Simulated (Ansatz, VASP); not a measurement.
**SnO2 (amorphous SnO2) in two plane-wave programs**

Wanted: the spread between two codes on one cell, functional and k mesh. Of the first pair: The structure shown is the start of the Ansatz relaxation below; VASP solves that cell, so the two are compared at the walk's first step.

Program: Ansatz 0.2.0. Level of theory: plane waves, with VASP 6.6.1 beside it; single point at PBE. Results are calculated unless marked as measured.

## 1. The structure

The cell holds 108 atoms: 36 Sn and 72 O. Cell: a = 11.343 Å, b = 11.343 Å, c = 11.343 Å, α = 90.0°, β = 90.0°, γ = 90.0°. As first built, before any earlier steps moved the atoms (in the runner's words): 108 atoms (36 Sn, 72 O) placed at random at 6.03 g/cm^3, melted at 5000 K for 10 ps at fixed volume with the Morse and Coulomb pair potential with partial charges (Pedone, Malavasi, Menziani, Cormack and Segre, J. Phys. Chem. B 110, 11780 (2006)). Quenched from 5000 K to 300 K at 50 K/ps and fixed volume, held 10 ps at zero pressure, then minimised at fixed cell.

## 2. Ansatz: relaxation, PBE

Ansatz runs on its PAW soft_1 files.

The two programs are compared at the cell with which this relaxation starts, whose forces are those of its first step.

input.yaml reads:

```yaml
crystal:
  lattice:
    - [11.3429, 0.0, 0.0]
    - [0.0, 11.3429, 0.0]
    - [0.0, 0.0, 11.3429]
  atoms:
    - { symbol: Sn, position: [0.84907, 0.47396, 0.23969] }
    - { symbol: Sn, position: [0.97082, 0.17292, 0.52008] }
    - { symbol: Sn, position: [0.60477, 0.03781, 0.73364] }
    - { symbol: Sn, position: [0.75361, 0.64347, 0.02836] }
    - { symbol: Sn, position: [0.95717, 0.82532, 0.87825] }
    - { symbol: Sn, position: [0.63132, 0.79329, 0.24913] }
    - { symbol: Sn, position: [0.17835, 0.56333, 0.66382] }
    - { symbol: Sn, position: [0.3964, 0.64622, 0.00878] }
    - { symbol: Sn, position: [0.84176, 0.62101, 0.72942] }
    - { symbol: Sn, position: [0.01224, 0.64725, 0.44905] }
    - { symbol: Sn, position: [0.74229, 0.34471, 0.63291] }
    - { symbol: Sn, position: [0.44911, 0.42185, 0.79441] }
    - { symbol: Sn, position: [0.9212, 0.89148, 0.14291] }
    - { symbol: Sn, position: [0.20923, 0.25778, 0.67865] }
    - { symbol: Sn, position: [0.97213, 0.34336, 0.81474] }
    - { symbol: Sn, position: [0.33714, 0.38402, 0.19218] }
    - { symbol: Sn, position: [0.38563, 0.92519, 0.05191] }
    - { symbol: Sn, position: [0.80279, 0.1063, 0.98494] }
    - { symbol: Sn, position: [0.14076, 0.08358, 0.26183] }
    - { symbol: Sn, position: [0.38454, 0.18873, 0.93564] }
    - { symbol: Sn, position: [0.52929, 0.10646, 0.21485] }
    - { symbol: Sn, position: [0.68465, 0.6152, 0.46765] }
    - { symbol: Sn, position: [0.35308, 0.07359, 0.51116] }
    - { symbol: Sn, position: [0.07029, 0.59545, 0.01751] }
    - { symbol: Sn, position: [0.14427, 0.40351, 0.38184] }
    - { symbol: Sn, position: [0.10775, 0.05611, 0.9127] }
    - { symbol: Sn, position: [0.09772, 0.31191, 0.09425] }
    - { symbol: Sn, position: [0.88259, 0.87569, 0.55598] }
    - { symbol: Sn, position: [0.20441, 0.80774, 0.24736] }
    - { symbol: Sn, position: [0.42311, 0.7557, 0.49663] }
[... 72 atom lines left out ...]
    - { symbol: O, position: [0.43537, 0.0925, 0.357] }
    - { symbol: O, position: [0.04552, 0.42003, 0.96592] }
    - { symbol: O, position: [0.57958, 0.76623, 0.41087] }
    - { symbol: O, position: [0.47584, 0.10857, 0.81642] }
    - { symbol: O, position: [0.83262, 0.8017, 0.01448] }
    - { symbol: O, position: [0.88066, 0.80597, 0.71996] }
kpoints:
  mp_grid: { grid: [1, 1, 1] }
hamiltonian:
  xc: pbe
  pseudopotentials: { kind: paw, azcp: { folder: soft_1 } }
scf:
  occupations: { method: fixed }
output:
  forces: true
relax:
  f_tol: 0.05
  max_steps: 150
  cell: {}
```

Command:

```sh
ansatz run input.yaml --threads 4 --pin off --max-ram 8192MiB --backend cpu --events-out ev --progress --plain --runs-dir out
```

Numbers of over 12 decimals in the logs are rounded to 6 here.

Log:

```text
Engine: ansatz 0.2.0, x86_64-unknown-linux-gnu
Pseudopotentials: kind: paw
Pseudopotential: Sn, paw, valence charge 14, recommended cutoff 420 eV (normal), soft_1/Sn.paw.azcp
Pseudopotential: O, paw, valence charge 6, recommended cutoff 420 eV (normal), soft_1/O.paw.azcp
Functional definition: PBE
  parameter kappa = 0.804
  parameter beta = 0.066725
  exchange = pbe_x(kappa = kappa, mu = beta*pi^2/3)
  correlation = pbe_c(beta = beta)
Crystal: 108 atoms, lattice volume = 1459.393 Å³
Basis set: ecut = 420 eV, 28425 PW (Γ), exchange–correlation on 160×160×160 points (8 copies of the dense FFT grid, shifted against one another)
Bands: 576, of which v1, the nominal top of the filled ones, is band 468 counted from 1 (467 counted from 0)
Symmetry: 1 space group operations
Space group: P1 (ITA 1), of the structure as read, at distance tolerance 1.1e-4 Å
k-points: 1
Non-local potential: Sn, projectors of the file, l = 0: 2, l = 1: 2, l = 2: 2, l = 3: 1
Non-local potential: O, projectors of the file, l = 0: 2, l = 1: 2, l = 2: 1
PAW form: soft (Blöchl's): semilocal exchange-correlation on the pseudo side does not see the compensation charge
PAW one-centre angular grid: Sn, 590 points (default); XC on 64 Gauss nodes
PAW one-centre angular grid: O, 110 points (default); XC on 64 Gauss nodes
Initial density: superposition of atomic densities (chi_scale 0.1, normalization cell, long waves kept (reshape's long-wave potential 0.13 eV rms))
Initial wavefunctions: pseudopotential atomic-orbital guess
Functional: x = pbe(κ = 0.804, μ = 0.219515), c = pbe(β = 0.066725)
SCF iter   1: F=—  HF=-257714.337297 eV  |F-HF|=—  |Δ(HF+E_count)|=         —  Δρ=7.72e-2  dr2=7.67e1  ethr=3.10e-3  ⟨swp⟩=4.0  Hψ=1828  notcnv=0  defer=103
preconditioner: auto → Resta (q_TF=auto, 2.534 Å⁻¹)  ε∞=3.4  [insulator: Δε(μ)=1.219 eV  Ē_g=19.340 eV  n_scr=388 (ndim 8)  ℏωp=29.7 eV  f_vac=0.048  ε∞_Penn≈3.4]
SCF iter   2: F=—  HF=-257697.615083 eV  |F-HF|=—  |Δ(HF+E_count)|=    1.67e1  Δρ=3.66e-2  dr2=1.08e1  ethr=3.10e-3  ⟨swp⟩=2.0  Hψ=885  notcnv=0  defer=101
SCF iter   3: F=—  HF=-257696.431763 eV  |F-HF|=—  |Δ(HF+E_count)|=    1.18e0  Δρ=1.43e-2  dr2=2.81e0  ethr=1.15e-3  ⟨swp⟩=3.0  Hψ=1095  notcnv=0  defer=105
SCF iter   4: F=—  HF=-257696.378350 eV  |F-HF|=—  |Δ(HF+E_count)|=   5.34e-2  Δρ=6.77e-3  dr2=6.76e-1  ethr=3.01e-4  ⟨swp⟩=2.0  Hψ=718  notcnv=0  defer=106
SCF iter   5: F=—  HF=-257696.381196 eV  |F-HF|=—  |Δ(HF+E_count)|=   2.85e-3  Δρ=3.22e-3  dr2=1.60e-1  ethr=7.23e-5  ⟨swp⟩=2.0  Hψ=855  notcnv=0  defer=106
SCF iter   6: F=—  HF=-257696.396686 eV  |F-HF|=—  |Δ(HF+E_count)|=   1.55e-2  Δρ=1.38e-3  dr2=2.68e-2  ethr=1.71e-5  ⟨swp⟩=2.0  Hψ=704  notcnv=0  defer=106
SCF iter   7: F=—  HF=-257696.409052 eV  |F-HF|=—  |Δ(HF+E_count)|=   1.24e-2  Δρ=5.64e-4  dr2=5.57e-3  ethr=2.86e-6  ⟨swp⟩=2.0  Hψ=713  notcnv=0  defer=106
SCF iter   8: F=—  HF=-257696.414440 eV  |F-HF|=—  |Δ(HF+E_count)|=   5.39e-3  Δρ=3.29e-4  dr2=1.71e-3  ethr=5.95e-7  ⟨swp⟩=2.0  Hψ=722  notcnv=0  defer=106
SCF iter   9: F=—  HF=-257696.414546 eV  |F-HF|=—  |Δ(HF+E_count)|=   1.06e-4  Δρ=1.27e-4  dr2=2.68e-4  ethr=1.82e-7  ⟨swp⟩=2.0  Hψ=708  notcnv=0  defer=101
SCF iter  10: F=—  HF=-257696.414725 eV  |F-HF|=—  |Δ(HF+E_count)|=   1.79e-4  Δρ=5.12e-5  dr2=3.95e-5  ethr=2.86e-8  ⟨swp⟩=2.0  Hψ=708  notcnv=0  defer=101
SCF iter  11: F=—  HF=-257696.412512 eV  |F-HF|=—  |Δ(HF+E_count)|=   2.21e-3  Δρ=3.21e-5  dr2=1.49e-5  ethr=4.22e-9  ⟨swp⟩=2.0  Hψ=821  notcnv=0  defer=101
SCF iter  12: F=—  HF=-257696.412514 eV  |F-HF|=—  |Δ(HF+E_count)|=   1.64e-6  Δρ=1.26e-5  dr2=2.12e-6  ethr=1.59e-9  ⟨swp⟩=2.0  Hψ=720  notcnv=0  defer=101
SCF iter  13: F=—  HF=-257696.412515 eV  |F-HF|=—  |Δ(HF+E_count)|=   1.40e-6  Δρ=5.51e-6  dr2=4.48e-7  ethr=2.26e-10  ⟨swp⟩=2.0  Hψ=724  notcnv=0  defer=101
SCF iter  14: F=-257696.412515 eV  HF=-257696.412515 eV  |F-HF|=3.87e-8  |Δ(HF+E_count)|=   2.33e-7  Δρ=2.30e-6  dr2=7.45e-8  ethr=1.07e-11  ⟨swp⟩=5.0  Hψ=1740  notcnv=0
SCF 1 converged in 14 iterations: F = -257696.412515 eV  dr2 = 7.45e-8
  greatest PAW one-centre occupation: 0.996 electrons in one spin orbital (limit 2), on the Sn atom at site 19 (counted from 0), in its partial waves of l = 2
relax step   1: F+E_penalty+E_count = -257696.41251525 eV  Δ(F+E_penalty+E_count) = +0.000e0 eV  max|allowed force component| = 1.255e0 eV/Å  Δτ_max = 0.0000 Å  P = +6.382 GPa  Ω = 1459.393 Å³  (14 SCF iters, dr2 threshold 1.00e-7 eV, accepted)
Crystal: 108 atoms, lattice volume = 1490.586 Å³
Basis set: ecut = 420 eV, 29079 PW (Γ), exchange–correlation on 160×160×160 points (8 copies of the dense FFT grid, shifted against one another)
Initial density: handed on by an earlier stage of this run
Initial wavefunctions: those handed on with the density
iter 1 solved again at ethr=2.62e-4 eV; its pass at ethr=3.10e-3 eV (dr2=2.46e0 eV) is discarded
[...]
- { symbol: Sn, position: [0.989308, 0.156954, 0.504810] }
    - { symbol: Sn, position: [0.575779, 0.054971, 0.743435] }
    - { symbol: Sn, position: [0.753597, 0.664091, 0.027404] }
    - { symbol: Sn, position: [0.958058, 0.824927, 0.871040] }
    - { symbol: Sn, position: [0.637229, 0.771758, 0.266428] }
    - { symbol: Sn, position: [0.170302, 0.544654, 0.647118] }
    - { symbol: Sn, position: [0.401598, 0.646211, 0.015779] }
    - { symbol: Sn, position: [0.847664, 0.614469, 0.731544] }
    - { symbol: Sn, position: [0.00909828, 0.648177, 0.431971] }
    - { symbol: Sn, position: [0.745573, 0.316093, 0.602484] }
    - { symbol: Sn, position: [0.469552, 0.440841, 0.796073] }
    - { symbol: Sn, position: [0.921661, 0.871685, 0.141892] }
    - { symbol: Sn, position: [0.257807, 0.232950, 0.718465] }
    - { symbol: Sn, position: [0.976838, 0.332374, 0.802473] }
    - { symbol: Sn, position: [0.327942, 0.383844, 0.184432] }
    - { symbol: Sn, position: [0.391928, 0.914855, 0.071677] }
    - { symbol: Sn, position: [0.797353, 0.123018, 0.969514] }
    - { symbol: Sn, position: [0.135254, 0.084672, 0.248794] }
    - { symbol: Sn, position: [0.431708, 0.212708, 0.949294] }
    - { symbol: Sn, position: [0.524220, 0.095915, 0.223882] }
    - { symbol: Sn, position: [0.680252, 0.608127, 0.484933] }
    - { symbol: Sn, position: [0.334303, 0.071550, 0.505485] }
    - { symbol: Sn, position: [0.079221, 0.590335, 0.015463] }
    - { symbol: Sn, position: [0.133938, 0.389108, 0.376415] }
[...]
- { symbol: Sn, position: [0.211022, 0.803668, 0.268565] }
    - { symbol: Sn, position: [0.396692, 0.727364, 0.516628] }
    - { symbol: Sn, position: [0.443641, 0.393569, 0.516991] }
    - { symbol: Sn, position: [0.566621, 0.746496, 0.785603] }
    - { symbol: Sn, position: [0.638142, 0.111640, 0.480674] }
    - { symbol: Sn, position: [0.816749, 0.198533, 0.240338] }
    - { symbol: Sn, position: [0.153351, 0.888280, 0.622211] }
    - { symbol: Sn, position: [0.610281, 0.379917, 0.110036] }
    - { symbol: O, position: [0.486988, 0.276256, 0.189892] }
    - { symbol: O, position: [0.968357, 0.133925, 0.322200] }
    - { symbol: O, position: [0.447703, 0.501408, 0.123574] }
    - { symbol: O, position: [0.719483, 0.661549, 0.863829] }
    - { symbol: O, position: [0.538829, 0.350724, 0.948370] }
    - { symbol: O, position: [0.114551, 0.891130, 0.794671] }
    - { symbol: O, position: [0.294515, 0.895998, 0.508512] }
    - { symbol: O, position: [0.781931, 0.462183, 0.522377] }
    - { symbol: O, position: [0.992821, 0.595643, 0.622018] }
    - { symbol: O, position: [0.074602, 0.300701, 0.504220] }
    - { symbol: O, position: [0.075377, 0.697698, 0.278500] }
    - { symbol: O, position: [0.279975, -0.010446, 0.954003] }
    - { symbol: O, position: [0.836114, 0.710778, 0.477629] }
    - { symbol: O, position: [0.915301, 0.605837, 0.111231] }
    - { symbol: O, position: [0.979795, 0.645912, 0.865646] }
    - { symbol: O, position: [0.913820, 0.243187, 0.666016] }
    - { symbol: O, position: [0.323690, 0.398421, 0.359297] }
    - { symbol: O, position: [0.574609, 0.380902, 0.671598] }
    - { symbol: O, position: [0.161708, 0.534608, 0.473110] }
    - { symbol: O, position: [0.130168, 0.386033, 0.714549] }
    - { symbol: O, position: [0.127887, 0.195502, 0.837106] }
    - { symbol: O, position: [0.155430, 0.469911, 0.150098] }
    - { symbol: O, position: [0.806069, 0.818391, 0.254002] }
    - { symbol: O, position: [0.317787, 0.763432, 0.127035] }
[...]
- { symbol: O, position: [0.906090, 0.246238, 0.934994] }
    - { symbol: O, position: [0.488643, 0.593336, 0.862871] }
    - { symbol: O, position: [0.456088, 0.104398, 0.380210] }
    - { symbol: O, position: [0.048198, 0.423458, 0.948444] }
    - { symbol: O, position: [0.572760, 0.760250, 0.427923] }
    - { symbol: O, position: [0.409996, 0.122764, 0.803665] }
    - { symbol: O, position: [0.815935, 0.826575, -0.000529843] }
    - { symbol: O, position: [0.875764, 0.801715, 0.716392] }
```

In the SCF lines HF is the Harris–Foulkes energy and dr2 the Hartree energy of the density residual, in eV; the loop may stop once dr2 is under the threshold and the program's other checks hold. Hψ counts applications of the Hamiltonian.

## 3. VASP: single point, PBE, start cell, pair 1

The same cell, functional and mesh now go to VASP, with its own data sets.

Lines of VASP's logs that name or quote its potential files are left out, and so is its time.

INCAR reads:

```
SYSTEM = SnO2
PREC = Accurate
ENCUT = 520
EDIFF = 1E-06
NELM = 120
ISMEAR = 0
SIGMA = 0.01
LREAL = Auto
ALGO = Normal
GGA = PE
NBANDS = 544
LORBIT = 11
LWAVE = .FALSE.
LCHARG = .FALSE.
ISIF = 2
LASPH = .TRUE.
GGA_COMPAT = .FALSE.
EFERMI = MIDGAP
NCORE = 2
```

POSCAR reads:

```
SnO2
1.0
   11.3429000000      0.0000000000      0.0000000000
    0.0000000000     11.3429000000      0.0000000000
    0.0000000000      0.0000000000     11.3429000000
Sn O
36 72
Direct
    0.8490685803      0.4739616853      0.2396917896
    0.9708187501      0.1729187421      0.5200786395
    0.6047659770      0.0378121997      0.7336395454
    0.7536079838      0.6434686015      0.0283613538
    0.9571714465      0.8253180404      0.8782498303
    0.6313200328      0.7932891941      0.2491338194
    0.1783494521      0.5633303653      0.6638161317
    0.3963977466      0.6462192208      0.0087808232
    0.8417600437      0.6210140264      0.7294166395
    0.0122367296      0.6472507031      0.4490474217
    0.7422881274      0.3447090250      0.6329069286
    0.4491091343      0.4218497915      0.7944088372
    0.9212018091      0.8914827778      0.1429087799
    0.2092322069      0.2577824013      0.6786536071
    0.9721323471      0.3433601636      0.8147387352
    0.3371360058      0.3840199596      0.1921818935
    0.3856333037      0.9251866807      0.0519091238
    0.8027929366      0.1063043842      0.9849421224
    0.1407576546      0.0835765104      0.2618289855
    0.3845401088      0.1887259872      0.9356425605
    0.5292914510      0.1064630738      0.2148480547
    0.6846485467      0.6152042247      0.4676493666
    0.3530843082      0.0735878832      0.5111567589
    0.0702906664      0.5954473724      0.0175087500
    0.1442664574      0.4035123293      0.3818423860
    0.1077502226      0.0561055815      0.9127031006
    0.0977175149      0.3119131792      0.0942527925
    0.8825873454      0.8756931649      0.5559777482
    0.2044098070      0.8077387617      0.2473617858
    0.4231104920      0.7556973966      0.4966278465
[... 72 atom lines left out ...]
    0.4353736699      0.0924983911      0.3569986511
    0.0455174603      0.4200336775      0.9659170054
    0.5795784147      0.7662326213      0.4108737624
    0.4758395119      0.1085701188      0.8164226080
    0.8326177609      0.8016997417      0.0144760158
    0.8806566222      0.8059667281      0.7199569775
```

KPOINTS reads:

```
Automatic mesh
0
Gamma
1 1 1
0 0 0
```

The projector-augmented-wave data sets are Sn_d and O (PBE family, release 64).

Command:

```sh
mpirun -np 8 vasp_gam
```

Log:

```text
[banner, memory and clock lines left out]
running    8 mpi-ranks, on    1 nodes
[...]
LDA part: xc-table for (Slater+PW92), standard interpolation
 POSCAR, INCAR and KPOINTS ok, starting setup
[...]
entering main loop
       N       E                     dE             d eps       ncg     rms          rms(c)
DAV:   1     0.271738592861E+05    0.27174E+05   -0.36392E+05  1088   0.304E+03
DAV:   2     0.631438761246E+04   -0.20859E+05   -0.20098E+05  1088   0.961E+02
DAV:   3     0.232784212765E+03   -0.60816E+04   -0.56907E+04  1144   0.386E+02
DAV:   4    -0.707752206158E+03   -0.94054E+03   -0.91580E+03  1248   0.161E+02
[...]
DAV:  17    -0.640919383274E+03   -0.42879E-05   -0.39471E-05  1392   0.253E-02    0.124E-02
DAV:  18    -0.640919383687E+03   -0.41274E-06   -0.30256E-05  1416   0.145E-02    0.641E-03
DAV:  19    -0.640919382943E+03    0.74386E-06   -0.10860E-06   680   0.752E-03
   1 F= -.64091938E+03 E0= -.64091938E+03  d E =-.541498E-62
```

From OUTCAR (step 3):

```text
  Total       54.2553180     66.4130650     68.9791890     17.7077775      4.0164229      3.2953127
  in kB       59.5635517     72.9107887     75.7279772     19.4402717      4.4093818      3.6177196
  external PRESSURE =      69.4007725 kB  Pullay stress =       0.0000000 kB

 POSITION                                       TOTAL-FORCE (eV/Angst)
 -----------------------------------------------------------------------------------
      9.63090      5.37610      2.71880         0.347584     -0.374860     -0.504384
     11.01190      1.96140      5.89920        -0.057377     -0.341228     -0.406683
      6.85980      0.42890      8.32160        -0.196247      0.767017      0.911624
      8.54810      7.29880      0.32170         0.538005      0.157114      0.879283
     10.85710      9.36150      9.96190         0.273126     -0.790102      0.369806
      7.16100      8.99820      2.82590         0.588277      0.008839     -1.085676
[...]
6.50820      4.50660      7.72120        -0.295653      0.336571     -0.451958
      1.82430      6.18560      5.54520         0.708011      0.179577     -0.513221
      1.32100      4.67400      8.22680         0.099796     -0.606714      0.346724
      1.11750      2.29180      9.31720         0.278161      0.782261     -0.674320
      1.90760      5.26720      1.96820        -0.347229      0.587984      0.552941
      9.00180      9.55120      2.77250         0.236620      0.051359      1.194076
      3.57860      8.66970      1.29890        -0.036054      0.385493      0.263313
[...]
-----------------------------------------------------------------------------------
    total drift:                               -0.013031      0.055297      0.001439

  FREE ENERGIE OF THE ION-ELECTRON SYSTEM (eV)
  ---------------------------------------------------
  free  energy   TOTEN  =      -640.9193829428 eV

  energy  without entropy=     -640.9193829428  energy(sigma->0) =     -640.91938294

[... 3 further parts left out ...]
[key lines of the parts left out:]
E-fermi :   5.1750
```

The run ends at a pressure of 6.94 GPa, with forces up to 1.5 eV/Å.

## 4. Differences

Known differences besides the potentials themselves: fixed occupations in Ansatz, narrow Gaussian smearing in VASP; the cutoff is 420 eV in Ansatz and 520 eV in VASP (PREC = Accurate, projectors in real space). Total energies have different zeros and are not compared.

Forces on 10 of the 108 atoms, those with the largest forces and the largest differences (eV/Å; atoms numbered as in POSCAR):

```tsv
atom	Ansatz x, y, z	VASP x, y, z
Sn8	-1.138, -0.143, 0.860	-1.106, -0.144, 0.896
Sn16	-0.868, 0.146, -1.113	-0.851, 0.152, -1.084
O39	1.255, 0.282, 0.106	1.298, 0.276, 0.106
O58	-0.322, 0.528, 0.543	-0.347, 0.588, 0.553
O62	0.263, -0.338, -0.442	0.300, -0.337, -0.504
O68	-0.483, 0.555, 1.063	-0.511, 0.566, 1.064
O83	-0.872, 0.823, -0.350	-0.904, 0.872, -0.370
O88	0.948, -0.574, 0.874	0.988, -0.587, 0.909
O99	-1.024, -0.289, -0.428	-1.106, -0.309, -0.458
O107	-0.579, 0.888, -0.778	-0.601, 0.901, -0.794
```

The forces differ by 21 meV/Å r.m.s., which is 4.0 % of the r.m.s. force of 0.507 eV/Å (both taken over all components).

## 5. Ansatz: relaxation, PBE

This run makes the geometry at which the two programs are then compared. The cell compared in this pair holds 1484.67 Å³, against 1459.39 Å³ for the pair before.

The structure compared here is the end of the Ansatz relaxation.

input.yaml is that of step 2.

Command:

```sh
ansatz run input.yaml --threads 4 --pin off --max-ram 8192MiB --backend cpu --events-out ev --progress --plain --runs-dir out
```

Log:

```text
[...]
Crystal: 108 atoms, lattice volume = 1459.393 Å³
Basis set: ecut = 420 eV, 28425 PW (Γ), exchange–correlation on 160×160×160 points (8 copies of the dense FFT grid, shifted against one another)
Bands: 576, of which v1, the nominal top of the filled ones, is band 468 counted from 1 (467 counted from 0)
Symmetry: 1 space group operations
[...]
k-points: 1
[...]
- { symbol: O, position: [0.968357, 0.133925, 0.322200] }
    - { symbol: O, position: [0.447703, 0.501408, 0.123574] }
    - { symbol: O, position: [0.719483, 0.661549, 0.863829] }
    - { symbol: O, position: [0.538829, 0.350724, 0.948370] }
    - { symbol: O, position: [0.114551, 0.891130, 0.794671] }
    - { symbol: O, position: [0.294515, 0.895998, 0.508512] }
    - { symbol: O, position: [0.781931, 0.462183, 0.522377] }
[...]
- { symbol: O, position: [0.572760, 0.760250, 0.427923] }
    - { symbol: O, position: [0.409996, 0.122764, 0.803665] }
    - { symbol: O, position: [0.815935, 0.826575, -0.000529843] }
    - { symbol: O, position: [0.875764, 0.801715, 0.716392] }
```

(Part 1 of 2 ends here.)

[Lines on the potential files, build, host, timing and source positions are cut from VASP's logs without a mark.]

[Logs are printed without paths, hosts, clocks, repeated set-up lines and the standing remarks that a program may print on its own settings, such as how far it seeks lower states.]

[Hosts, paths, dates, database ids (printed as entryN), source tags and the programs' standing remarks are cut or masked in the printed files.]
